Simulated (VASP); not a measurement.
Given:

```
C62O
1.0
    7.14656     0.00000     0.00000
    0.00000     7.14656     0.00000
    0.00000     0.00000     7.14656
C O
62 1
Direct
  0.50000   0.00000   0.00000
  0.62543   0.12125   0.11815
  0.74903   0.24863   0.00032
  0.87470   0.37578   0.12561
  0.75366   0.00298   0.25168
  0.87396   0.12204   0.38164
  0.00000   0.00000   0.00000
  0.12500   0.12500   0.12500
  0.25000   0.25000   0.00000
  0.38055   0.37283   0.13179
  0.49339   0.49792   0.99833
  0.62870   0.63115   0.12247
  0.75000   0.75000   0.00000
  0.87500   0.87500   0.12500
  0.25000   0.00000   0.25000
  0.37907   0.13185   0.37618
  0.49354   0.24925   0.24563
  0.75178   0.49601   0.24511
  0.87551   0.61940   0.37824
  0.50616   0.00621   0.49824
  0.62634   0.12727   0.62515
  0.74959   0.24312   0.49394
  0.87409   0.37404   0.62060
  0.75000   0.00000   0.75000
  0.87500   0.12500   0.87500
  0.00000   0.50000   0.00000
  0.12500   0.62500   0.12500
  0.25000   0.75000   0.00000
  0.37500   0.87500   0.12500
  0.00000   0.25000   0.25000
  0.12500   0.37500   0.37500
  0.25369   0.50430   0.24718
  0.36993   0.62690   0.36811
  0.50404   0.75003   0.25697
  0.62500   0.87500   0.37500
  0.00000   0.00000   0.50000
  0.12500   0.12500   0.62500
  0.25001   0.24947   0.49300
  0.38185   0.38029   0.62104
  0.62541   0.62591   0.62967
  0.74387   0.75149   0.50005
  0.87500   0.87500   0.62500
  0.25000   0.00000   0.75000
  0.37500   0.12500   0.87500
  0.49637   0.24367   0.74545
  0.62500   0.37500   0.87500
  0.74718   0.50512   0.75486
  0.87500   0.62500   0.87500
  0.00000   0.75000   0.25000
  0.12500   0.87500   0.37500
  0.00000   0.50000   0.50000
  0.12500   0.62500   0.62500
  0.25000   0.75000   0.50000
  0.37500   0.87500   0.62500
  0.00000   0.25000   0.75000
  0.12500   0.37500   0.87500
  0.25000   0.50000   0.75000
  0.37500   0.62500   0.87500
  0.50000   0.75000   0.75000
  0.62500   0.87500   0.87500
  0.00000   0.75000   0.75000
  0.12500   0.87500   0.87500
  0.50148   0.49961   0.49802
```
Cell charge -1.

Level of theory: PBE GGA, VASP's PBE PAW potentials (set 64) (plane waves; VASP). Run with PREC = Normal, LREAL = Auto, ISYM = 0, NELECT = 255.0, EDIFF = 1E-5, 400 eV cut-off, 1×1×1 Γ-centred mesh, Gaussian smearing of 0.050 eV, potentials C O. Starting moments (MAGMOM): 63*0.0476. The cell's moment is fixed (NUPDOWN = 3).

The cell is charged, with a uniform compensating background. The supercell is sampled at Γ alone, which is coarse: total energies, pressure and levels can be off, energies of defects by several tenths of an eV.

### Question
The ions are relaxed. Which structure does the run end with?

### Answer

```
C62O
1.0
    7.14656     0.00000     0.00000
    0.00000     7.14656     0.00000
    0.00000     0.00000     7.14656
C O
62 1
Cartesian
  3.57658   7.14215   7.12688
  4.45391   0.89902   0.89669
  5.36268   1.78566   0.01023
  6.24902   2.69440   0.89689
  5.35149   0.00381   1.79135
  6.24404   0.90458   2.69105
  7.14513   0.00309   7.14373
  0.88922   0.90347   0.89225
  1.78367   1.79195   7.13862
  2.69335   2.67669   0.90020
  3.57893   3.56939   0.00740
  4.47166   4.45507   0.90019
  5.35666   5.36463   7.13862
  6.24493   6.25914   0.89240
  1.77899   0.00789   1.78232
  2.70170   0.91492   2.66648
  3.51715   1.72398   1.70992
  5.42435   3.63131   1.70976
  6.23318   4.44671   2.66629
  3.57896   0.00482   3.56461
  4.47873   0.89927   4.45594
  5.43608   1.71226   3.64401
  6.24882   2.66970   4.45573
  5.36020   7.13364   5.36152
  6.25492   0.89333   6.25293
  0.00645   3.57132   7.12685
  0.87621   4.46827   0.87027
  1.78279   5.36544   7.13680
  2.67982   6.27216   0.87007
  7.14484   1.79703   1.79137
  0.90324   2.69411   2.67674
  1.78075   3.58852   1.76762
  2.53649   4.61221   2.51970
  3.55986   5.36751   1.76746
  4.45440   6.24525   2.67669
  0.00246   7.14613   3.56192
  0.90708   0.90356   4.45912
  1.82410   1.81672   3.56230
  2.70949   2.67803   4.52932
  4.47027   4.43883   4.52941
  5.33192   5.32431   3.56248
  6.24514   6.24117   4.45932
  1.79335   0.00007   5.34792
  2.68383   0.88930   6.25212
  3.58583   1.77479   5.37812
  4.47617   2.67233   6.26995
  5.37354   3.56238   5.37818
  6.25940   4.46422   6.25203
  7.14053   5.36922   1.78225
  0.87732   6.27123   2.67354
  7.14329   3.56937   3.56453
  0.89774   4.46258   4.45020
  1.77594   5.37242   3.54488
  2.68570   6.25061   4.45012
  0.01467   1.78810   5.36125
  0.89895   2.68182   6.24689
  1.79244   3.57749   5.36386
  2.68035   4.46808   6.25786
  3.57063   5.35589   5.36391
  4.46636   6.24938   6.24694
  0.00202   5.35462   5.34804
  0.89197   6.25629   6.24125
  3.65021   3.49821   3.80433
```
Cell charge -1. The cell ends with 3.00 μB, on the first 30 sites 0.03 -0.01 0.01 -0.01 0.01 -0.01 0.00 0.00 0.03 0.00 0.01 0.00 0.03 0.00 0.03 0.00 0.32 0.32 0.00 0.01 -0.01 0.34 -0.01 0.03 0.00 0.03 0.02 0.00 0.02 0.01 μB.

### Question
How much energy does the relaxation gain?

### Answer
The energy (σ→0) changes by -41.7 meV/atom, in 20 ionic steps.

The cell is a supercell with a defect, built from C (diamond): O_C-vac_C, charge -1.
